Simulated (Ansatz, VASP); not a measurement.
# Ir (Iridium) in two plane-wave programs, part 2 of 2

One calculation is typed for both programs; each brings its own data sets and cutoff. How far apart do they land?  The cell is a member of a volume series, scaled by 1.06 from a relaxed one, so a pressure remains.

VASP 6.6.1 and Ansatz 0.2.0.

So far. Step 2 (Ansatz: single point, PBEsol): The run ends at a pressure of -20.24 GPa. Step 3 (VASP: single point, PBEsol): The run ends at a pressure of -19.58 GPa.

### 5. VASP: band structure, PBEsol, spin-orbit coupling

Level of this step: PBEsol, spin-orbit coupling; plane waves and PAW (Ir) (VASP).

The same path points are solved in both programs, so levels can be compared one by one. The cell compared in this pair holds 14.09 Å³, against 14.93 Å³ for the pair before.

INCAR

```
SYSTEM = Ir
PREC = Accurate
ENCUT = 400
EDIFF = 1E-06
NELM = 100
ISMEAR = 1
SIGMA = 0.2
LREAL = .FALSE.
ALGO = Normal
GGA = PS
LNONCOLLINEAR = .TRUE.
MAGMOM = 0 0 0
NBANDS = 20
GGA_COMPAT = .FALSE.
LASPH = .TRUE.
LSORBIT = .TRUE.
LMAXMIX = 4
LORBIT = 11
LWAVE = .FALSE.
LCHARG = .FALSE.
KPAR = 2
```

POSCAR

```
Ir
1.0
    0.0000000000      1.9168749813      1.9168749813
    1.9168749813      0.0000000000      1.9168749813
    1.9168749813      1.9168749813      0.0000000000
Ir
1
Direct
    0.0000000000      0.0000000000      0.0000000000
```

KPOINTS

```
Automatic mesh
0
Gamma
8 8 8
0 0 0
```

KPOINTS_OPT

```
Line mode
16
Line-mode
Reciprocal
  0.00000000   0.00000000   0.00000000 GAMMA
  0.50000000   0.00000000   0.50000000 X

  0.50000000   0.00000000   0.50000000 X
  0.50000000   0.25000000   0.75000000 W

  0.50000000   0.25000000   0.75000000 W
  0.37500000   0.37500000   0.75000000 K

  0.37500000   0.37500000   0.75000000 K
  0.00000000   0.00000000   0.00000000 GAMMA

  0.00000000   0.00000000   0.00000000 GAMMA
  0.50000000   0.50000000   0.50000000 L

  0.50000000   0.50000000   0.50000000 L
  0.62500000   0.25000000   0.62500000 U

  0.62500000   0.25000000   0.62500000 U
  0.50000000   0.25000000   0.75000000 W

  0.50000000   0.25000000   0.75000000 W
  0.50000000   0.50000000   0.50000000 L

  0.50000000   0.50000000   0.50000000 L
  0.37500000   0.37500000   0.75000000 K

  0.62500000   0.25000000   0.62500000 U
  0.50000000   0.00000000   0.50000000 X
```

Potentials, in the order of the species: Ir (PBE family, release 64).

Run with:

```sh
$ mpirun -np 2 vasp_ncl
```

Numbers of over 12 decimals in the logs are rounded to 6 here.

The log of the run:

```text
[banner, memory and clock lines left out]
running    2 mpi-ranks, on    1 nodes
[...]
[... a notice as in an earlier step ...]

 LDA part: xc-table for (Slater+PW92), standard interpolation
 POSCAR, INCAR and KPOINTS ok, starting setup
[...]
entering main loop
       N       E                     dE             d eps       ncg     rms          rms(c)
DAV:   1     0.608012932110E+02    0.60801E+02   -0.34353E+03  1200   0.718E+02
DAV:   2    -0.912040419805E+01   -0.69922E+02   -0.62171E+02  1208   0.233E+02
DAV:   3    -0.107270182519E+02   -0.16066E+01   -0.15877E+01  1440   0.408E+01
DAV:   4    -0.107478203010E+02   -0.20802E-01   -0.20792E-01  1308   0.406E+00
[...]
DAV:  11    -0.101321653741E+02   -0.10012E-05   -0.10983E-06  1392   0.906E-03    0.157E-02
DAV:  12    -0.101321666795E+02   -0.13054E-05   -0.80204E-07  1192   0.976E-03    0.137E-03
DAV:  13    -0.101321666727E+02    0.67801E-08   -0.32718E-08   652   0.170E-03
   1 F= -.10132167E+02 E0= -.10129508E+02  d E =-.797673E-02  mag=     0.0000    -0.0000    -0.0000
 Start KPOINTS_OPT (optional k-point list driver)
k-point batch [1-29\160]
       N       E                     dE             ncg
DAV:   1     0.380234046587E+04   -0.45555E+04     1176
DAV:   2     0.172974055738E+04   -0.20726E+04     1208
DAV:   3     0.168380487059E+04   -0.45936E+02     1380
DAV:   4     0.168313744602E+04   -0.66742E+00     1408
DAV:   5     0.168311808857E+04   -0.19357E-01     1416
DAV:   6     0.168311738328E+04   -0.70530E-03     1428
DAV:   7     0.168311735754E+04   -0.25741E-04     1380
DAV:   8     0.168311735653E+04   -0.10071E-05     1080
DAV:   9     0.168311735643E+04   -0.10235E-06      792
[...]
k-point batch [146-160\160]
       N       E                     dE             ncg
DAV:   1     0.735944637732E+04   -0.41503E+04      624
DAV:   2     0.637016789748E+04   -0.98928E+03      616
DAV:   3     0.634668800694E+04   -0.23480E+02      692
DAV:   4     0.634634692077E+04   -0.34109E+00      664
DAV:   5     0.634633626240E+04   -0.10658E-01      700
DAV:   6     0.634633586390E+04   -0.39850E-03      748
DAV:   7     0.634633585137E+04   -0.12535E-04      652
DAV:   8     0.634633585087E+04   -0.49578E-06      464
```

From OUTCAR (step 5):

```text
  Total        0.2267466      0.2267466      0.2267466      0.0000000     -0.0000000      0.0000000
  in kB       25.7893226     25.7893226     25.7893226      0.0000000     -0.0000000      0.0000000
  external PRESSURE =      25.7893226 kB  Pullay stress =       0.0000000 kB

 POSITION                                       TOTAL-FORCE (eV/Angst)
 -----------------------------------------------------------------------------------
      0.00000      0.00000      0.00000         0.000000      0.000000      0.000000
 -----------------------------------------------------------------------------------
    total drift:                                0.000000      0.000000      0.000000

  FREE ENERGIE OF THE ION-ELECTRON SYSTEM (eV)
  ---------------------------------------------------
  free  energy   TOTEN  =       -10.1321666727 eV

  energy  without entropy=      -10.1241899420  energy(sigma->0) =      -10.12950776

 magnetization (x)
# of ion       s       p       d       tot
------------------------------------------
    1       -0.000   0.000   0.000  -0.000

 magnetization (y)
# of ion       s       p       d       tot
------------------------------------------
    1       -0.000   0.000   0.000  -0.000

 magnetization (z)
# of ion       s       p       d       tot
------------------------------------------
    1       -0.000   0.000   0.000   0.000

[... 3 further parts left out ...]
[key lines of the parts left out:]
E-fermi :  10.3527
```

At this level the cell is under a pressure of 2.6 GPa, so at these settings it is away from equilibrium.

### 6. Ansatz: band structure, PBEsol, spin-orbit coupling

The same cell, functional, mesh and smearing now go to Ansatz, which takes its cutoff from its data sets.

The cell comes out of the VASP series on this material, whose earlier steps may have relaxed, scaled or displaced it; both programs get it as it stands.

input.yaml

```yaml
crystal:
  lattice:
    - [0.0, 1.9168749813, 1.9168749813]
    - [1.9168749813, 0.0, 1.9168749813]
    - [1.9168749813, 1.9168749813, 0.0]
  atoms:
    - { symbol: Ir, position: [0.0, 0.0, 0.0] }
hamiltonian:
  xc: pbesol
  pseudopotentials: { kind: paw_fr }
magnetization:
  noncollinear: true
  spin_orbit: true
kpoints:
  mp_grid: { grid: [8, 8, 8] }
  band_path:
    path:
      - [0.0, 0.0, 0.0]
      - [0.16667, 0.0, 0.16667]
      - [0.33333, 0.0, 0.33333]
      - [0.5, 0.0, 0.5]
      - [0.5, 0.08333, 0.58333]
      - [0.5, 0.18333, 0.68333]
      - [0.5, 0.25, 0.75]
      - [0.45, 0.3, 0.75]
      - [0.40833, 0.34167, 0.75]
      - [0.35, 0.35, 0.7]
      - [0.225, 0.225, 0.45]
      - [0.075, 0.075, 0.15]
      - [0.03333, 0.03333, 0.03333]
      - [0.23333, 0.23333, 0.23333]
      - [0.4, 0.4, 0.4]
      - [0.51667, 0.46667, 0.51667]
      - [0.55833, 0.38333, 0.55833]
      - [0.60833, 0.28333, 0.60833]
      - [0.60833, 0.25, 0.64167]
      - [0.55833, 0.25, 0.69167]
      - [0.51667, 0.25, 0.73333]
      - [0.5, 0.3, 0.7]
      - [0.5, 0.38333, 0.61667]
      - [0.5, 0.48333, 0.51667]
      - [0.475, 0.475, 0.55]
      - [0.425, 0.425, 0.65]
      - [0.38333, 0.38333, 0.73333]
      - [0.59167, 0.18333, 0.59167]
      - [0.55, 0.1, 0.55]
      - [0.5, 0.0, 0.5]
    npoints: 1
scf:
  occupations: { method: methfessel_paxton, width: 0.2 }
  n_extra_bands: 12
output:
  forces: true
  stress: true
  eigenvalues: true
```

Run with:

```sh
$ ansatz run input.yaml --threads 2 --pin off --max-ram 4608MiB --backend cpu --events-out ev --progress --plain --runs-dir out
```

The log of the run:

```text
[...]
non-collinear run that drives no moment, with spin-orbit: no starting moment large enough to seed its density (crystal.atoms[].spin), no starting occupations that ask for one, no magnetisation constraint and no magnetic field, so the semilocal B_xc is pinned to zero
Crystal: 1 atoms, lattice volume = 14.087 Å³
[...]
k-point 1: bands = [... 13 lower, 21.7145, 22.5451, 22.5451, 24.5309, 24.5309, 24.7339, 24.7339, 40.4725, ... 8 higher]
  k-point 2: bands = [... 13 lower, 21.7952, 22.8211, 22.8211, 24.6312, 24.6312, 25.1893, 25.1893, 39.1828, ... 8 higher]
  k-point 28: bands = [... 13 lower, 20.8241, 24.0758, 24.0758, 27.3721, 27.3721, 33.9507, 33.9507, 34.0149, ... 8 higher]
[key lines of the parts left out:]
SCF converged after 6 iterations
Magnetization: |M| = 0.0000 μB,  M = (+0.0000, +0.0000, +0.0000) μB
Free energy (F): -11830.208255 eV
Fermi energy:    25.860084 eV
P = ⅓ Tr σ = 1.1921 GPa (11.921 kbar)
```

It took 2 s on 2 threads of AMD EPYC 7B13 (Zen 3), shared host; peak memory 0.37 GiB.

### 7. Side by side

What differs besides the data sets and the points named for the pairs above, as far as they apply: spin-orbit coupling enters by fully relativistic files in Ansatz and inside the spheres in VASP; the data sets hold 17 valence electrons in Ansatz (fully relativistic PAW (standard-fr) files) and 9 in VASP. Total energies have different zeros and are not compared.

Compared:

```tsv
quantity	Ansatz	VASP	difference
pressure (GPa)	1.19	2.58	-1.39
```

Levels from 3 eV below to 2 eV above the Fermi level differ by 22 meV r.m.s. and 93 meV at most; each VASP level is matched to the nearest of Ansatz, which flatters the figure a little. Ansatz's pressure holds a Pulay correction of 0.07 GPa; VASP's holds none.

### 8. Further runs

The difference is large enough to ask for its cause, so further runs change the set-up of one program at a time, as the table lists.

```tsv
run	difference in pressure (GPa)
as above	-1.4
cores kept as stored, as VASP does, whose cores stay as stored	-1.4
Ansatz's larger PAW set (cutoff 740 eV)	-1.5
norm-conserving potentials (cutoff 925 eV)	-1.4
```

### 9. What came out

| Item | Value |
| --- | --- |
| difference in pressure (single point, PBEsol, volume scaled by 1.06) | -0.66 GPa |
| difference in pressure (band structure, PBEsol, spin-orbit coupling) | -1.4 GPa |

What this shows: The difference in pressure is -1.4 GPa (band structure, PBEsol, spin-orbit coupling), beyond the 1 GPa picked in this series as the mark of a large difference. For band structure, PBEsol, spin-orbit coupling: no further run halves the difference in pressure; only Ansatz's side was varied, and Ansatz's runs with other potentials lie closer to each other than to VASP, which for this quantity points to VASP's side; this was not tested here. How closely two codes agree says nothing of how well the functional describes the real material.

[Lines on the potential files, build, host, timing and source positions are cut from VASP's logs without a mark.]

[Logs are printed without paths, hosts, clocks, repeated set-up lines and the standing remarks that a program may print on its own settings, such as how far it seeks lower states.]

[Hosts, paths, dates, database ids (printed as entryN), source tags and the programs' standing remarks are cut or masked in the printed files.]
